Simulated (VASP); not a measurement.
**As3Ru: relaxation of cell and atoms with PBE**

Crystal: As3Ru.

```
As Ru
1.0
     6.03641    0.00000    0.00000
    -3.01821    5.22769    0.00000
     0.00000    0.00000    4.84515
As Ru
6 2
Direct
  0.83300 0.66600 0.25000
  0.16700 0.83300 0.75000
  0.33400 0.16700 0.25000
  0.16700 0.33400 0.75000
  0.83300 0.16700 0.25000
  0.66600 0.83300 0.75000
  0.33333 0.66667 0.25000
  0.66667 0.33333 0.75000
```

The cell was built by a generator and needn't be a form met in nature.

- Program: VASP 6.6.1
- Task: relaxation of cell and atoms
- Functional: PBE
- Potentials or basis: VASP PAW PBE potentials, release 64 (As, Ru_pv)
- Cutoff: 600 eV
- k mesh: 3 × 3 × 4
- Occupations: gaussian, width 0.1 eV
- Spin: no spin polarisation
- Dipole correction: no
- Further INCAR settings: ALGO = Fast; EDIFF = 1e-06; IBRION = 2; EDIFFG = -0.04; NSW = 90; ISIF = 3

```
Relaxed volume                         : 18.48 Å³/atom
Relaxed cell                           : a = 6.313 Å, b = 6.313 Å, c = 4.283 Å, α = 90.00°, β = 90.00°, γ = 120.00°
Space group after relaxing (to 0.05 Å) : P6_3/mmc (No. 194)
Energy gained by relaxing              : 242.2 meV/atom
Ionic steps                            : 12
Pressure after relaxing                : -0.2 GPa
Largest force after relaxing           : 0.011 eV/Å
Band gap on the k mesh                 : none (metal or under the smearing width)
```

Forces in eV/Å, atoms in the order of the input:
```
As   0.000 -0.011  0.000
As   0.009 -0.005  0.000
As   0.009  0.005  0.000
As   0.000  0.011  0.000
As  -0.009  0.005  0.000
As  -0.009 -0.005  0.000
Ru   0.000  0.000  0.000
Ru   0.000  0.000  0.000
```

The path:
| step | energy change (eV) | largest force (eV/Å) | pressure (GPa) | volume (Å³) |
| --- | --- | --- | --- | --- |
| 1 | 0.0000 | 1.1991 | -10.25 | 152.90 |
| 2 | -0.7732 | 1.0346 | 9.87 | 127.40 |
| 3 | -0.9043 | 1.2448 | 2.74 | 133.45 |
| 4 | -1.2966 | 0.4653 | 4.34 | 133.03 |
| 5 | -1.3892 | 0.0378 | 6.57 | 132.73 |
| 6 | -1.6970 | 0.0919 | -0.06 | 141.19 |
| 7 | -1.7397 | 0.2090 | -3.00 | 146.43 |
| 8 | -1.8933 | 0.0670 | -1.31 | 146.70 |
| 9 | -1.9336 | 0.0698 | 0.19 | 146.76 |
| 10 | -1.9349 | 0.1023 | 0.61 | 146.76 |
| 11 | -1.9349 | 0.0948 | 0.50 | 146.76 |
| 12 | -1.9377 | 0.0109 | -0.21 | 147.83 |

Final structure:
```xyz
8
Lattice="6.3132 0.0000 0.0000 -3.1566 5.4674 0.0000 0.0000 0.0000 4.2828" Properties=species:S:1:pos:R:3 pbc="T T T"
As    3.1566    3.3492    1.0707
As   -1.3222    4.4083    3.2121
As    1.8344    1.0591    1.0707
As    0.0000    2.1182    3.2121
As    4.4788    1.0591    1.0707
As    1.3222    4.4083    3.2121
Ru    0.0000    3.6449    1.0707
Ru    3.1566    1.8225    3.2121
```

Levels at points of the mesh, in eV from the Fermi level:
```tsv
k point	band 27	band 28	band 29	band 30	band 31	band 32
(0.00, 0.00, 0.00)	-1.00	-0.57	-0.57	-0.30	-0.19	1.38
(0.00, 0.00, 0.50)	-0.98	-0.98	-0.95	-0.95	1.68	1.68
```

Wall time 11 min on 1 thread of Intel(R) Xeon(R) Platinum 8488C (Sapphire Rapids) (shared host), peak memory 0.33 GiB.

Caveat: the k mesh is coarse (spacing up to 0.40 Å⁻¹), so the values aren't converged.
